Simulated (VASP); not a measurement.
Four VASP jobs (plane waves, PAW):

A. ZnCdSe2 (space group P-4m2), 4 atoms, PBEsol, static run, 400 eV, 6×6×4 Γ-centred mesh
B. CaF2 (fluorite), 3 atoms, G0W0@PBE, GW step (192 bands), 500 eV, 4×4×4 Γ-centred mesh
C. Tc (relaxed from the simple-cubic structure, space group Pm-3m), 1 atom, PBEsol, static run, 400 eV, 16×16×16 Γ-centred mesh
D. Cd₂TeSe (space group P-4m2), 4 atoms, LDA+SOC, static run, 400 eV, 5×5×4 Γ-centred mesh

Times come from single runs on busy shared machines, so they are rough: good to a factor of about 2.

Q: Order them by core time, cheapest first.

A: C (20 core-seconds), A (60 core-seconds), D (5 core-minutes), B (20 core-minutes)
